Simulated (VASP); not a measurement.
Method: rev-vdW-DF2, VASP's PBE PAW potentials (set 64) (plane waves; VASP).

Input for VASP

File POSCAR:
```
Pt
1
    0.0000000000     1.9742957699     1.9742957699
    1.9742957699    -0.0000000000     1.9742957699
    1.9742957699     1.9742957699    -0.0000000000
Pt
1
Direct
  0.0000000000   0.0000000000   0.0000000000
```

KPOINTS:
```
Automatic
0
Gamma
14 14 14
```

**INCAR**
```
SYSTEM = Pt
PREC = Accurate; ENCUT = 520; LREAL = .FALSE.
LASPH = .TRUE.
EDIFF = 1E-6; NELM = 100; ALGO = Normal
LMAXMIX = 6
ISMEAR = 1; SIGMA = 0.1
GGA = MK; LUSE_VDW = .TRUE.; AGGAC = 0.0
PARAM1 = 0.1234568; PARAM2 = 0.7114; ZAB_VDW = -1.8867
IBRION = 2; NSW = 60; ISIF = 3
EDIFFG = -0.01
LWAVE = .FALSE.; LCHARG = .FALSE.
```

POTCAR, in this order: Pt (PBE.64 set). Program: vasp_std.

The resulting files:

File OSZICAR:
```
       N       E                     dE             d eps       ncg     rms          rms(c)
DAV:   1     0.373994457800E+02    0.37399E+02   -0.55241E+03  1968   0.103E+03
DAV:   2    -0.404778414188E+01   -0.41447E+02   -0.39622E+02  1953   0.184E+02
DAV:   3    -0.444629569189E+01   -0.39851E+00   -0.39598E+00  2277   0.184E+01
DAV:   4    -0.444741848209E+01   -0.11228E-02   -0.11227E-02  2115   0.102E+00
DAV:   5    -0.444742619576E+01   -0.77137E-05   -0.77134E-05  2088   0.765E-02    0.121E+01
DAV:   6    -0.409655825883E+01    0.35087E+00   -0.95703E-01  1912   0.881E+00    0.633E+00
DAV:   7    -0.405871561581E+01    0.37843E-01   -0.14404E-01  2020   0.331E+00    0.247E+00
DAV:   8    -0.405507582698E+01    0.36398E-02   -0.42851E-03  2040   0.665E-01    0.452E-01
DAV:   9    -0.405495660013E+01    0.11923E-03   -0.44553E-05  1994   0.724E-02    0.127E-02
DAV:  10    -0.405496133449E+01   -0.47344E-05   -0.21946E-06  2154   0.160E-02    0.204E-03
DAV:  11    -0.405496134949E+01   -0.14999E-07   -0.38260E-08  1010   0.203E-03
   1 F= -.40549613E+01 E0= -.40550793E+01  d E =-.405496E+01
```

### OUTCAR
```
------------------------ aborting loop because EDIFF is reached ----------------------------------------
  FORCE on cell =-STRESS in cart. coord.  units (eV):
  Direction    XX          YY          ZZ          XY          YZ          ZX
  --------------------------------------------------------------------------------------
  Total       -0.0014440     -0.0014440     -0.0014440      0.0000000     -0.0000000      0.0000000
  in kB       -0.1503221     -0.1503221     -0.1503221      0.0000000     -0.0000000      0.0000000
  external PRESSURE =      -0.1503221 kB  Pullay stress =       0.0000000 kB
  volume of cell :       15.39
      direct lattice vectors                 reciprocal lattice vectors
     0.000000000  1.974295770  1.974295770    -0.253254861  0.253254861  0.253254861
     1.974295770  0.000000000  1.974295770     0.253254861 -0.253254861  0.253254861
     1.974295770  1.974295770  0.000000000     0.253254861  0.253254861 -0.253254861
 POSITION                                       TOTAL-FORCE (eV/Angst)
 -----------------------------------------------------------------------------------
      0.00000      0.00000      0.00000        -0.000000     -0.000000     -0.000000
 -----------------------------------------------------------------------------------
    total drift:                               -0.000000      0.000000     -0.000000
  FREE ENERGIE OF THE ION-ELECTRON SYSTEM (eV)
  ---------------------------------------------------
  free  energy   TOTEN  =        -4.0549613495 eV

  energy  without entropy=       -4.0553152682  energy(sigma->0) =       -4.05507932

 reached required accuracy - stopping structural energy minimisation
```
(Selected blocks of OUTCAR.)

The compound is Pt in the fcc structure. It was relaxed first. The start is the result of an earlier pass.
